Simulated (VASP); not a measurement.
Given:

```
SnTa
1.0
    3.00684     0.00000     0.00000
    0.00000     3.00684     0.00000
    0.00000     0.00000     3.94111
Sn Ta
1 1
Direct
  0.50058   0.50322   0.49420
  0.99942   0.99678   0.00580
```

The numbers are results of PBE GGA, VASP's PBE PAW potentials (set 64) (plane waves; VASP), not measurements. Numerical set-up: 300 eV cut-off, 6×6×5 Γ-centred mesh, Fermi-Dirac smearing of 0.10 eV, potentials Sn_d Ta_pv.

At this cut-off the stress carries a Pulay error, which pulls relaxed volumes low. Energy and stress use the plane-wave basis of the starting cell.

Task: The ions, cell shape and volume are relaxed. Predict the relaxed structure.

Result: 
```
SnTa
1.0
    3.33937    -0.00041     0.00002
   -0.00040     3.33210     0.00012
   -0.00002    -0.00011     3.56878
Sn Ta
1 1
Direct
  0.50001   0.50004   0.50001
  0.99999   0.99996   0.99999
```
Space group P4/mmm (123), at a tolerance of 0.03 Å.

Task: How do energy and volume change from the first to the last step?

Result: The energy (σ→0) changes by -164.9 meV/atom and the volume by +11.4 %, in 32 ionic steps.

The structure was generated: TaSn was put into an ordered model structure, which need not be its known phase. In the starting cell atoms are displaced from their ideal sites. This run relaxes it. The k-mesh is coarse (spacing up to 0.35 per Å, 2π included), so the numbers may not be converged in it. The run is one of a series of settings (EDIFFG = -0.01, IBRION = 2, ISIF = 3, NSW = 50 against the base run), some of them coarse on purpose. The electron count is odd and the run is not spin-polarised, which forces a metal.
